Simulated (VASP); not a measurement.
An input for Quantum ESPRESSO's pw.x (written as the equivalent of a VASP run, and not itself run):

```
&CONTROL
  calculation = 'vc-relax'
  pseudo_dir = './pseudo'
  outdir = './out'
  tprnfor = .true.
  tstress = .true.
  nstep = 40
  forc_conv_thr = 0.00039
/
&SYSTEM
  ibrav = 0
  nat = 4
  ntyp = 2
  ecutwfc = 82
  occupations = 'smearing'
  smearing = 'gaussian'
  degauss = 0.003675
  input_dft = 'pbesol'
/
&ELECTRONS
  conv_thr = 7.3e-09
  electron_maxstep = 100
/
&IONS
/
&CELL
  press = 50
/
ATOMIC_SPECIES
  Ag 107.868 Ag.upf
  I 126.904 I.upf
CELL_PARAMETERS angstrom
     2.1975959   -3.8063482    0.0000000
     2.1975959    3.8063482    0.0000000
     0.0000000   -0.0000000    7.1843783
ATOMIC_POSITIONS crystal
  Ag   0.6666670  0.3333330  0.5000586
  Ag   0.3333330  0.6666670  0.0000586
  I    0.6666670  0.3333330  0.8749414
  I    0.3333330  0.6666670  0.3749414
K_POINTS automatic
  6 6 4 0 0 0
```

### Question
Translate this input to VASP (INCAR, KPOINTS, POSCAR, choice of POTCAR).

### Answer
This is not unique; one that fits is 
**INCAR**
```
LMAXMIX = 4
LWAVE = F
NELM = 100
SIGMA = 0.05   ! width (eV)
PREC = Accurate
SYSTEM = AgI
LREAL = F
NSW = 40   ! most ionic steps
GGA = PS
IBRION = 2   ! conjugate gradients
ISIF = 3   ! ions, shape and volume
EDIFF = 1E-7   ! SCF stop (eV)
PSTRESS = 50
LASPH = T   ! aspherical one-centre terms
ENCUT = 480
ALGO = Normal
ISMEAR = 0   ! Gaussian
EDIFFG = -0.01
LCHARG = F
```

File KPOINTS:
```
Automatic mesh
0
Gamma
6 6 4
0 0 0
```

File POSCAR:
```
AgI
1
    2.1975959361    -3.8063482132     0.0000000000
    2.1975959361     3.8063482132     0.0000000000
    0.0000000000    -0.0000000000     7.1843783265
Ag I
2 2
Direct
  0.6666670000   0.3333330000   0.5000585991
  0.3333330000   0.6666670000   0.0000585991
  0.6666670000   0.3333330000   0.8749414009
  0.3333330000   0.6666670000   0.3749414009
```

POTCAR, in this order: Ag I (PBE.64 set). Program: vasp_std.

Limits of the translation: the potentials are each code's own (VASP's PAW set, PseudoDojo norm-conserving files in pw.x), so ENCUT and ecutwfc are chosen apart and not converted; conv_thr bounds pw.x's estimated SCF error, while EDIFF bounds the energy change between steps; forc_conv_thr acts on force components and is met together with etot_conv_thr.

The compound is AgI in the wurtzite structure. It was relaxed first under an external pressure of 5 GPa.
